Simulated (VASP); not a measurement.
Level of theory: r2SCAN+rVV10, VASP's PBE PAW potentials (set 64) (plane waves; VASP).

VASP ran on this input.

File POSCAR:
```
AlNi
1
    2.8810000000     0.0000000000     0.0000000000
    0.0000000000     2.8810000000     0.0000000000
    0.0000000000     0.0000000000     2.8810000000
Al Ni
1 1
Direct
  0.0000000000   0.0000000000   0.0000000000
  0.5000000000   0.5000000000   0.5000000000
```

INCAR:
```
! general
SYSTEM   = AlNi
PREC     = Accurate
ENCUT    = 400
LREAL    = F
LASPH    = T

! electronic loop
EDIFF    = 1E-6
NELM     = 100
ALGO     = Normal
LMAXMIX  = 4
LMIXTAU  = T

! smearing
ISMEAR   = 1
SIGMA    = 0.1

! functional
METAGGA  = R2SCAN
LUSE_VDW = T
BPARAM   = 11.95
CPARAM   = 0.0093

! spin
ISPIN    = 2
MAGMOM   = 0.0 2.0

! ions
IBRION   = 2
NSW      = 60
ISIF     = 3
EDIFFG   = -0.01

! output
LWAVE    = F
LCHARG   = F
LORBIT   = 10
```

### KPOINTS
```
Automatic mesh
0
Gamma
11 11 11
0 0 0
```

POTCAR, in this order: Al Ni (PBE.64 set). Program: vasp_std.

Energy and stress use the plane-wave basis of the starting cell.

Predict the energy per atom (σ→0), cell moment, volume per atom, band gap (on the k-mesh).

```
Property                                                    Result
------------------------  ----------------------------------------
energy per atom (σ→0)                               -9.872 eV/atom
cell moment                                                0.00 μB
band gap (on the k-mesh)  none (metal, semimetal or under 0.01 eV)
volume per atom                                     11.66 Å^3/atom
```

OSZICAR:
```
...
DAV:   4    -0.197454480550E+02    0.44094E-02   -0.13423E-02  2864   0.160E+00    0.122E-01
DAV:   5    -0.197453014907E+02    0.14656E-03   -0.83370E-04  3544   0.324E-01    0.556E-02
DAV:   6    -0.197453028540E+02   -0.13633E-05   -0.12223E-05  2614   0.358E-02    0.542E-02
DAV:   7    -0.197453077091E+02   -0.48550E-05   -0.18470E-06  2344   0.203E-02    0.442E-02
DAV:   8    -0.197453170189E+02   -0.93098E-05   -0.10861E-04  2836   0.187E-01    0.107E-02
DAV:   9    -0.197453198658E+02   -0.28469E-05   -0.22805E-06  2504   0.190E-02    0.993E-03
DAV:  10    -0.197453192641E+02    0.60166E-06   -0.37638E-07  1271   0.118E-02
   3 F= -.19745319E+02 E0= -.19744972E+02  d E =-.839807E-02  mag=     0.0000
```

The structure comes from a measured AlNi entry (Pm-3m) of the Crystallography Open Database, whose conditions weren't checked. This run relaxes it. Symmetry was kept, so distortions that lower it aren't found.
